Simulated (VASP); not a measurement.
Level of theory: rev-vdW-DF2, VASP's PBE PAW potentials (set 64) (plane waves; VASP 6.6.1).

A VASP calculation is set up with these files.

**POSCAR**
```
AlN
1.0
  1.5289461687  -2.6482124404   0.0000000000
  1.5289461687   2.6482124404   0.0000000000
  0.0000000000   0.0000000000   4.8975460302
Al N
2 2
Cartesian
  1.5289461687  -0.8827392456   2.4491094079
  1.5289461687   0.8827392456   0.0003363928
  1.5289461687  -0.8827392456   4.3192992058
  1.5289461687   0.8827392456   1.8705261907
```

File KPOINTS:
```
Automatic mesh
0
Gamma
8 8 5
0 0 0
```

### INCAR
```
SYSTEM = AlN
EDIFFG = -0.01
ISIF = 4
NELM = 100
AGGAC = 0.0
PARAM2 = 0.7114
LREAL = .FALSE.
ZAB_VDW = -1.8867
LUSE_VDW = .TRUE.
SIGMA = 0.05
GGA = MK
NSW = 30   ! most ionic steps
ALGO = Normal   ! blocked Davidson
ISMEAR = 0   ! Gaussian
PREC = Accurate
PARAM1 = 0.1234568
ENCUT = 520
LASPH = .TRUE.
IBRION = 2
EDIFF = 1E-7   ! SCF stop (eV)
LWAVE = .FALSE.
LCHARG = .FALSE.
```

POTCAR, in this order: Al N (PBE.64 set). Program: vasp_std.

What VASP printed:

File OSZICAR:
```
       N       E                     dE             d eps       ncg     rms          rms(c)
DAV:   1     0.600399219941E+02    0.60040E+02   -0.78382E+03   720   0.121E+03
DAV:   2    -0.267225708515E+02   -0.86762E+02   -0.79420E+02  1092   0.230E+02
DAV:   3    -0.307604205710E+02   -0.40378E+01   -0.40219E+01   932   0.540E+01
DAV:   4    -0.307916295299E+02   -0.31209E-01   -0.31205E-01   812   0.546E+00
DAV:   5    -0.307920571334E+02   -0.42760E-03   -0.42760E-03   920   0.663E-01    0.126E+01
DAV:   6    -0.256661260678E+02    0.51259E+01   -0.17643E+01   860   0.326E+01    0.428E+00
DAV:   7    -0.256615247913E+02    0.46013E-02   -0.72335E-01   800   0.675E+00    0.294E+00
DAV:   8    -0.256453456105E+02    0.16179E-01   -0.86296E-02   804   0.306E+00    0.459E-01
DAV:   9    -0.256405436716E+02    0.48019E-02   -0.19675E-02   912   0.107E+00    0.231E-01
DAV:  10    -0.256409470101E+02   -0.40334E-03   -0.18580E-03   840   0.343E-01    0.132E-01
DAV:  11    -0.256408869333E+02    0.60077E-04   -0.15481E-04   840   0.108E-01    0.314E-02
DAV:  12    -0.256408879742E+02   -0.10409E-05   -0.47311E-06   836   0.216E-02    0.477E-03
DAV:  13    -0.256408879497E+02    0.24521E-07   -0.29329E-06   848   0.135E-02    0.288E-03
DAV:  14    -0.256408880716E+02   -0.12194E-06   -0.12185E-07   512   0.349E-03    0.837E-04
DAV:  15    -0.256408880810E+02   -0.94269E-08   -0.16198E-08   404   0.136E-03
   1 F= -.25640888E+02 E0= -.25640888E+02  d E =-.256409E+02
       N       E                     dE             d eps       ncg     rms          rms(c)
DAV:   1    -0.256411822837E+02   -0.29421E-03   -0.11595E-02   724   0.104E+00    0.667E-02
DAV:   2    -0.256410896326E+02    0.92651E-04   -0.12638E-04   908   0.108E-01    0.378E-02
DAV:   3    -0.256410405337E+02    0.49099E-04   -0.74646E-05   872   0.764E-02    0.241E-03
DAV:   4    -0.256410408794E+02   -0.34572E-06   -0.53509E-06   788   0.218E-02    0.208E-03
DAV:   5    -0.256410408610E+02    0.18395E-07   -0.14518E-07   568   0.398E-03
   2 F= -.25641041E+02 E0= -.25641041E+02  d E =-.152780E-03
       N       E                     dE             d eps       ncg     rms          rms(c)
DAV:   1    -0.256410545137E+02   -0.13634E-04   -0.65728E-04   724   0.247E-01    0.158E-02
DAV:   2    -0.256410493374E+02    0.51764E-05   -0.72328E-06   908   0.258E-02    0.898E-03
DAV:   3    -0.256410463934E+02    0.29440E-05   -0.42654E-06   868   0.183E-02    0.595E-04
DAV:   4    -0.256410463955E+02   -0.20893E-08   -0.31038E-07   716   0.525E-03
   3 F= -.25641046E+02 E0= -.25641046E+02  d E =-.158314E-03
       N       E                     dE             d eps       ncg     rms          rms(c)
DAV:   1    -0.256411023222E+02   -0.55929E-04   -0.20458E-02   720   0.133E+00    0.241E-02
DAV:   2    -0.256411168185E+02   -0.14496E-04   -0.26374E-04   868   0.140E-01    0.154E-02
DAV:   3    -0.256411093148E+02    0.75036E-05   -0.73069E-06   844   0.290E-02    0.664E-03
DAV:   4    -0.256411081495E+02    0.11654E-05   -0.58534E-06   888   0.209E-02    0.245E-03
DAV:   5    -0.256411081291E+02    0.20346E-07   -0.52546E-07   688   0.742E-03
   4 F= -.25641108E+02 E0= -.25641108E+02  d E =-.617337E-04
```

**OUTCAR**
```
------------------------ aborting loop because EDIFF is reached ----------------------------------------
  FORCE on cell =-STRESS in cart. coord.  units (eV):
  Direction    XX          YY          ZZ          XY          YZ          ZX
  --------------------------------------------------------------------------------------
  Total        3.4192967      3.4192967      3.4086049     -0.0000000      0.0000000      0.0000000
  in kB      138.1318513    138.1318506    137.6999281     -0.0000000      0.0000000      0.0000000
  external PRESSURE =     137.9878767 kB  Pullay stress =       0.0000000 kB
  volume of cell :       39.66
      direct lattice vectors                 reciprocal lattice vectors
     1.530572132 -2.651028689  0.000000000     0.326675228 -0.188606031  0.000000000
     1.530572132  2.651028689  0.000000000     0.326675228  0.188606031 -0.000000000
     0.000000000  0.000000000  4.887146003     0.000000000  0.000000000  0.204618401
  FREE ENERGIE OF THE ION-ELECTRON SYSTEM (eV)
  ---------------------------------------------------
  free  energy   TOTEN  =       -25.6411081291 eV

  energy  without entropy=      -25.6411081291  energy(sigma->0) =      -25.64110813

 reached required accuracy - stopping structural energy minimisation
```
(Selected blocks of OUTCAR.)

**CONTCAR**
```
AlN
   1.00000000000000
     1.5305721315196501   -2.6510286892680872    0.0000000000000000
     1.5305721315196501    2.6510286892680872    0.0000000000000000
     0.0000000000000000    0.0000000000000000    4.8871460027393274
  Al              N
     2     2
Direct
     0.6666669999999968    0.3333330000000032    0.4995964328149781
     0.3333330000000032    0.6666669999999968    0.9995964328149780
     0.6666669999999968    0.3333330000000032    0.8824035671850199
     0.3333330000000032    0.6666669999999968    0.3824035671850198
```

### OUTCAR
```
 val. band max:        6.6151242035   @ k =   0.0000   0.0000   0.0000

 cond. band min:      11.3208631576   @ k =   0.0000   0.0000   0.0000


 Fermi energy:         6.8812043107

 k-point     1 :       0.0000    0.0000    0.0000
  band No.  band energies     occupation
      1      -8.8574      2.00000
      2      -6.5229      2.00000
      3       0.3843      2.00000
      4       5.6818      2.00000
      5       5.6818      2.00000
      6       6.3489      2.00000
      7       6.3490      2.00000
      8       6.6151      2.00000
      9      11.3209      0.00000
     10      13.7144      0.00000
     11      17.6530      0.00000
     12      18.0716      0.00000

 k-point     2 :       0.1250   -0.0000    0.0000
  band No.  band energies     occupation
      1      -8.6473      2.00000
      2      -6.4051      2.00000
      3       0.6289      2.00000
      4       4.7960      2.00000
      5       5.4280      2.00000
      6       5.5427      2.00000
      7       6.3164      2.00000
      8       6.5200      2.00000
      9      12.1200      0.00000
     10      14.4389      0.00000
     11      16.6988      0.00000
     12      17.0025      0.00000

 k-point     3 :       0.2500   -0.0000    0.0000
  band No.  band energies     occupation
      1      -8.0592      2.00000
      2      -6.1269      2.00000
      3       1.3323      2.00000
      4       3.0242      2.00000
      5       4.0919      2.00000
      6       4.9464      2.00000
      7       6.1549      2.00000
      8       6.1573      2.00000
      9      13.1736      0.00000
     10      14.4814      0.00000
     11      14.9993      0.00000
     12      17.0814      0.00000

 k-point     4 :       0.3750   -0.0000    0.0000
  band No.  band energies     occupation
      1      -7.2559      2.00000
      2      -5.9295      2.00000
      3       1.5270      2.00000
      4       2.3659      2.00000
      5       2.8392      2.00000
      6       4.5556      2.00000
...
```

The compound is AlN in the wurtzite structure. This cell is one point of a volume scan, at 0.94 of the reference volume. Symmetry was kept, so distortions that lower it aren't found.
